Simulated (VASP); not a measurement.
These are LDA (Ceperley-Alder, Perdew-Zunger), VASP's LDA PAW potentials (set 64) (plane waves; VASP 6.6.1) values and carry that method's errors.

Input for VASP

### KPOINTS
```
Automatic mesh
0
G
14 14 10
```

### POSCAR
```
ZrIn
1
    3.1525840000     0.0000000000     0.0000000000
    0.0000000000     3.1525840000     0.0000000000
    0.0000000000     0.0000000000     4.4710260000
Zr In
1 1
Direct
  0.0000000000   0.0000000000   0.0000000000
  0.5000000000   0.5000000000   0.5000000000
```

**INCAR**
```
# general
SYSTEM   = ZrIn
PREC     = Accurate
ENCUT    = 300
LREAL    = .False.
LASPH    = .True.

# electronic loop
EDIFF    = 1E-8
NELM     = 100
ALGO     = Normal
LMAXMIX  = 4

# smearing
ISMEAR   = -1
SIGMA    = 0.136

# ions
IBRION   = 8
NSW      = 1
ISIF     = 2

# output
LWAVE    = .False.
LCHARG   = .False.

# other
LEPSILON = .False.
```

POTCAR, in this order: Zr_sv In_d (LDA.64 set). Program: vasp_std.

Output of the run:

OSZICAR:
```
...
DAV:   2    -0.508130237610E+01   -0.17219E+03   -0.17026E+03  7520   0.361E+02
DAV:   3    -0.136384342746E+02   -0.85571E+01   -0.84040E+01  9488   0.844E+01
DAV:   4    -0.139352458153E+02   -0.29681E+00   -0.29632E+00 10912   0.136E+01
DAV:   5    -0.139401910096E+02   -0.49452E-02   -0.49433E-02  9568   0.143E+00    0.107E+01
DAV:   6    -0.134288980298E+02    0.51129E+00   -0.12251E+00  8640   0.907E+00    0.414E+00
DAV:   7    -0.133432729361E+02    0.85625E-01   -0.29063E-01 11304   0.538E+00    0.981E-01
DAV:   8    -0.133375299219E+02    0.57430E-02   -0.12401E-02  8432   0.842E-01    0.371E-01
DAV:   9    -0.133368147171E+02    0.71520E-03   -0.13802E-03 11104   0.438E-01    0.606E-02
DAV:  10    -0.133367983691E+02    0.16348E-04   -0.68621E-05  8528   0.673E-02    0.149E-02
DAV:  11    -0.133367974238E+02    0.94529E-06   -0.52279E-06  9888   0.298E-02    0.558E-03
DAV:  12    -0.133367972287E+02    0.19515E-06   -0.81927E-07  9208   0.901E-03    0.176E-03
DAV:  13    -0.133367972145E+02    0.14173E-07   -0.98684E-08  9592   0.235E-03    0.444E-04
DAV:  14    -0.133367972143E+02    0.17417E-09   -0.49157E-09  4992   0.662E-04
   1 F= -.13336797E+02 E0= -.13293367E+02  d E =-.868599E-01
 Linear response reoptimize wavefunctions
DAV:   1    -0.133367972144E+02   -0.60481E-10   -0.10411E-09  6184   0.297E-04
DAV:   2    -0.133367972144E+02   -0.32742E-10   -0.18007E-10  4440   0.129E-04
 Linear response DOF=           4
 Linear response progress:
  Degree of freedom:   1/  4
       N       E                     dE             d eps       ncg     rms          rms(c)
RMM:   1    -0.661982451902E+00   -0.66198E+00    0.34568E+00 16042   0.134E+01
RMM:   2    -0.611271153302E+00    0.50711E-01   -0.25931E-01 22465   0.260E+00    0.203E-01
RMM:   3    -0.614102110064E+00   -0.28310E-02   -0.50706E-02 24125   0.867E-01    0.684E-02
RMM:   4    -0.615781666569E+00   -0.16796E-02   -0.83501E-03 26570   0.352E-01    0.396E-02
RMM:   5    -0.616401309606E+00   -0.61964E-03   -0.20358E-03 26303   0.168E-01    0.202E-02
RMM:   6    -0.616468618219E+00   -0.67309E-04   -0.51154E-04 27789   0.782E-02    0.161E-02
RMM:   7    -0.616383977389E+00    0.84641E-04   -0.15217E-04 26466   0.450E-02    0.767E-03
RMM:   8    -0.616392996922E+00   -0.90195E-05   -0.58848E-05 28115   0.244E-02    0.118E-03
RMM:   9    -0.616378207430E+00    0.14789E-04   -0.30021E-05 29836   0.137E-02    0.798E-04
RMM:  10    -0.616383883678E+00   -0.56762E-05   -0.16271E-05 30111   0.838E-03    0.528E-04
RMM:  11    -0.616389330403E+00   -0.54467E-05   -0.11223E-05 29715   0.574E-03    0.259E-04
RMM:  12    -0.616388300572E+00    0.10298E-05   -0.88125E-06 29539   0.421E-03    0.354E-04
RMM:  13    -0.616387458917E+00    0.84165E-06   -0.65097E-06 28347   0.323E-03    0.202E-04
RMM:  14    -0.616387397925E+00    0.60991E-07   -0.50014E-06 31053   0.249E-03    0.335E-04
RMM:  15    -0.616387800072E+00   -0.40215E-06   -0.39571E-06 30226   0.199E-03    0.303E-04
RMM:  16    -0.616388245111E+00   -0.44504E-06   -0.29870E-06 30542   0.165E-03    0.273E-04
RMM:  17    -0.616388512108E+00   -0.26700E-06   -0.23139E-06 31230   0.140E-03    0.267E-04
RMM:  18    -0.616388567379E+00   -0.55272E-07   -0.17833E-06 29415   0.119E-03    0.278E-04
 Linear response progress:
  Degree of freedom:   2/  4
       N       E                     dE             d eps       ncg     rms          rms(c)
RMM:   1    -0.771939167198E+00   -0.77194E+00    0.30348E+00  9143   0.133E+01
RMM:   2    -0.723229079086E+00    0.48710E-01   -0.23460E-01 12455   0.250E+00    0.182E-01
RMM:   3    -0.728221872192E+00   -0.49928E-02   -0.49353E-02 13207   0.838E-01    0.585E-02
RMM:   4    -0.730260997462E+00   -0.20391E-02   -0.79120E-03 14435   0.359E-01    0.391E-02
RMM:   5    -0.730656223027E+00   -0.39523E-03   -0.21901E-03 14603   0.185E-01    0.251E-02
RMM:   6    -0.730558320274E+00    0.97903E-04   -0.55964E-04 15246   0.852E-02    0.632E-03
RMM:   7    -0.730575299634E+00   -0.16979E-04   -0.15729E-04 16259   0.409E-02    0.315E-03
RMM:   8    -0.730580672595E+00   -0.53730E-05   -0.59446E-05 16415   0.208E-02    0.108E-03
RMM:   9    -0.730590986655E+00   -0.10314E-04   -0.30370E-05 16256   0.123E-02    0.646E-04
RMM:  10    -0.730587634578E+00    0.33521E-05   -0.21252E-05 16506   0.761E-03    0.375E-04
RMM:  11    -0.730588168623E+00   -0.53405E-06   -0.16868E-05 17108   0.485E-03    0.235E-04
RMM:  12    -0.730590278352E+00   -0.21097E-05   -0.18609E-05 16102   0.353E-03    0.121E-03
RMM:  13    -0.730589900211E+00    0.37814E-06   -0.15000E-05 16205   0.252E-03    0.776E-04
RMM:  14    -0.730590130923E+00   -0.23071E-06   -0.13111E-05 16601   0.196E-03    0.617E-04
RMM:  15    -0.730590284183E+00   -0.15326E-06   -0.12050E-05 17238   0.151E-03    0.713E-04
RMM:  16    -0.730590376442E+00   -0.92259E-07   -0.10549E-05 16077   0.125E-03    0.671E-04
 Linear response progress:
  Degree of freedom:   3/  4
       N       E                     dE             d eps       ncg     rms          rms(c)
RMM:   1    -0.227227845301E+00   -0.22723E+00   -0.88639E-02 16106   0.576E+00
RMM:   2    -0.229595403991E+00   -0.23676E-02   -0.18223E-02 19461   0.897E-01    0.505E-02
RMM:   3    -0.229634953275E+00   -0.39549E-04   -0.14209E-03 21701   0.258E-01    0.304E-02
RMM:   4    -0.229643574180E+00   -0.86209E-05   -0.15671E-04 24690   0.797E-02    0.224E-02
RMM:   5    -0.229708673578E+00   -0.65099E-04   -0.39516E-05 25265   0.380E-02    0.327E-03
RMM:   6    -0.229705950520E+00    0.27231E-05   -0.10229E-05 27923   0.149E-02    0.217E-03
RMM:   7    -0.229702099987E+00    0.38505E-05   -0.32889E-06 28435   0.699E-03    0.670E-04
RMM:   8    -0.229700501932E+00    0.15981E-05   -0.11991E-06 29066   0.364E-03    0.250E-04
RMM:   9    -0.229700152493E+00    0.34944E-06   -0.50367E-07 28954   0.204E-03    0.152E-04
RMM:  10    -0.229699110766E+00    0.10417E-05   -0.16018E-07 29123   0.122E-03    0.931E-05
RMM:  11    -0.229699544848E+00   -0.43408E-06   -0.59427E-08 28940   0.782E-04    0.558E-05
RMM:  12    -0.229699587387E+00   -0.42540E-07    0.91421E-08 31190   0.511E-04    0.786E-05
RMM:  13    -0.229699575332E+00    0.12055E-07    0.60833E-08 29817   0.348E-04    0.935E-05
RMM:  14    -0.229699583331E+00   -0.79989E-08    0.51792E-08 30696   0.246E-04    0.100E-04
 Linear response progress:
  Degree of freedom:   4/  4
       N       E                     dE             d eps       ncg     rms          rms(c)
RMM:   1    -0.243017528153E+00   -0.24302E+00   -0.96471E-02  9291   0.623E+00
RMM:   2    -0.244100699626E+00   -0.10832E-02   -0.19384E-02 10929   0.966E-01    0.702E-02
RMM:   3    -0.244172796489E+00   -0.72097E-04   -0.21797E-03 12220   0.325E-01    0.418E-02
RMM:   4    -0.244215402303E+00   -0.42606E-04   -0.38708E-04 13734   0.121E-01    0.279E-02
RMM:   5    -0.244243905820E+00   -0.28504E-04   -0.13142E-04 14385   0.579E-02    0.694E-03
RMM:   6    -0.244239006756E+00    0.48991E-05   -0.53155E-05 15708   0.274E-02    0.345E-03
RMM:   7    -0.244229517953E+00    0.94888E-05   -0.23669E-05 15371   0.146E-02    0.124E-03
RMM:   8    -0.244228685846E+00    0.83211E-06   -0.10824E-05 16079   0.852E-03    0.598E-04
RMM:   9    -0.244229183911E+00   -0.49806E-06   -0.32724E-06 16908   0.510E-03    0.734E-04
RMM:  10    -0.244227774328E+00    0.14096E-05   -0.18708E-06 16543   0.318E-03    0.603E-04
RMM:  11    -0.244227483461E+00    0.29087E-06    0.17717E-07 16368   0.204E-03    0.623E-04
 Linear response finished
```

**OUTCAR**
```
------------------------ aborting loop because EDIFF is reached ----------------------------------------

   1 f  =    5.227935 THz    32.848084 2PiTHz  174.385138 cm-1    21.620992 meV
             X         Y         Z           dx          dy          dz
      0.000000  0.000000  0.000000     0.000000    0.000000    0.749592
      1.576292  1.576292  2.235513     0.000000    0.000000   -0.661900

   2 f  =    3.617546 THz    22.729714 2PiTHz  120.668355 cm-1    14.960963 meV
             X         Y         Z           dx          dy          dz
      0.000000  0.000000  0.000000     0.526556    0.526556    0.000000
      1.576292  1.576292  2.235513    -0.471952   -0.471952    0.000000

   3 f  =    3.617546 THz    22.729714 2PiTHz  120.668355 cm-1    14.960963 meV
             X         Y         Z           dx          dy          dz
      0.000000  0.000000  0.000000     0.526556   -0.526556    0.000000
      1.576292  1.576292  2.235513    -0.471952    0.471952    0.000000

   4 f/i=    0.009962 THz     0.062591 2PiTHz    0.332288 cm-1     0.041198 meV
             X         Y         Z           dx          dy          dz
      0.000000  0.000000  0.000000    -0.667242   -0.016291    0.000000
      1.576292  1.576292  2.235513    -0.744441   -0.018176    0.000000

   5 f/i=    0.009962 THz     0.062591 2PiTHz    0.332288 cm-1     0.041198 meV
             X         Y         Z           dx          dy          dz
      0.000000  0.000000  0.000000    -0.016291    0.667242    0.000000
      1.576292  1.576292  2.235513    -0.018176    0.744441    0.000000

   6 f/i=    0.024370 THz     0.153120 2PiTHz    0.812890 cm-1     0.100785 meV
             X         Y         Z           dx          dy          dz
      0.000000  0.000000  0.000000     0.000000    0.000000   -0.661900
      1.576292  1.576292  2.235513     0.000000    0.000000   -0.749592

 ELASTIC MODULI CONTR FROM IONIC RELAXATION (kBar)
 Direction    XX          YY          ZZ          XY          YZ          ZX
 --------------------------------------------------------------------------------
 XX           0.0000      0.0000      0.0000      0.0000      0.0000      0.0000
 YY           0.0000      0.0000      0.0000      0.0000      0.0000      0.0000
 ZZ           0.0000      0.0000      0.0000      0.0000      0.0000      0.0000
 XY           0.0000      0.0000      0.0000      0.0000      0.0000      0.0000
 YZ           0.0000      0.0000      0.0000      0.0000      0.0000      0.0000
 ZX           0.0000      0.0000      0.0000      0.0000      0.0000      0.0000
 --------------------------------------------------------------------------------
```
(Selected blocks of OUTCAR.)

At this cut-off the stress carries a Pulay error, which pulls relaxed volumes low.

The structure comes from a computed database's ZrIn entry (P4/mmm); how it stands against other phases isn't given here. The cell was not relaxed at this level. The run is one of a series of settings (EDIFF = 1E-8, GGA removed, IBRION = 8, LEPSILON = .FALSE., NSW = 1, POTCAR Zr_sv In_d (LDA.64 set) against the base run), some of them coarse on purpose. The electron count is odd and the run is not spin-polarised, which forces a metal.
